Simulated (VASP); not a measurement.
A VASP calculation is set up with these files.

KPOINTS:
```
Automatic mesh
0
Monkhorst-Pack
9 9 9
0 0 0
```

POSCAR:
```
Co
2.3170220
  1.0000000000   0.0000000000   0.0000000000
  0.0000000000   1.0000000000   0.0000000000
  0.0000000000   0.0000000000   1.0000000000
Co
1
Direct
  0.0000000000   0.0000000000   0.0000000000
```

**INCAR**
```
! general
SYSTEM  = Co
PREC    = Accurate
ENCUT   = 400
LREAL   = .FALSE.
LASPH   = .TRUE.

! electronic loop
EDIFF   = 1E-6
NELM    = 100
ALGO    = Normal
LMAXMIX = 4

! smearing
ISMEAR  = 1
SIGMA   = 0.1

! functional
GGA     = PE

! spin
ISPIN   = 2
MAGMOM  = 3.0

! ions
ISIF    = 2

! output
LWAVE   = .FALSE.
LCHARG  = .FALSE.
LORBIT  = 10
```

POTCAR, in this order: Co (PBE.64 set). Program: vasp_std.

**Question.** Translate this PBE calculation to Quantum ESPRESSO's pw.x.

**Answer.** One equivalent input (not run):
```
&CONTROL
  calculation = 'scf'
  pseudo_dir = './pseudo'
  outdir = './out'
  tprnfor = .true.
  tstress = .true.
/
&SYSTEM
  ibrav = 0
  nat = 1
  ntyp = 1
  ecutwfc = 96
  occupations = 'smearing'
  smearing = 'methfessel-paxton'
  degauss = 0.00735
  input_dft = 'pbe'
  nspin = 2
  starting_magnetization(1) = 0.3
/
&ELECTRONS
  conv_thr = 7.3e-08
  electron_maxstep = 100
/
ATOMIC_SPECIES
  Co 58.933 Co.upf
CELL_PARAMETERS angstrom
     2.3170220    0.0000000    0.0000000
     0.0000000    2.3170220    0.0000000
     0.0000000    0.0000000    2.3170220
ATOMIC_POSITIONS crystal
  Co   0.0000000  0.0000000  0.0000000
K_POINTS automatic
  9 9 9 0 0 0
```
The two are equivalent in intent, not identical: the potentials are each code's own (VASP's PAW set, PseudoDojo norm-conserving files in pw.x), so ENCUT and ecutwfc are chosen apart and not converted; conv_thr bounds pw.x's estimated SCF error, while EDIFF bounds the energy change between steps; starting_magnetization is a fraction of the valence charge and MAGMOM a moment in μB, so they match only roughly.

The structure was generated: Co was put into the simple-cubic type (Pm-3m), which need not be its known phase. The cell was not relaxed at this level. The k-mesh is coarse (spacing up to 0.30 per Å, 2π included), so the numbers may not be converged in it. The run is one of a series of settings (KPOINTS 9×9×9 Monkhorst-Pack mesh against the base run), some of them coarse on purpose.
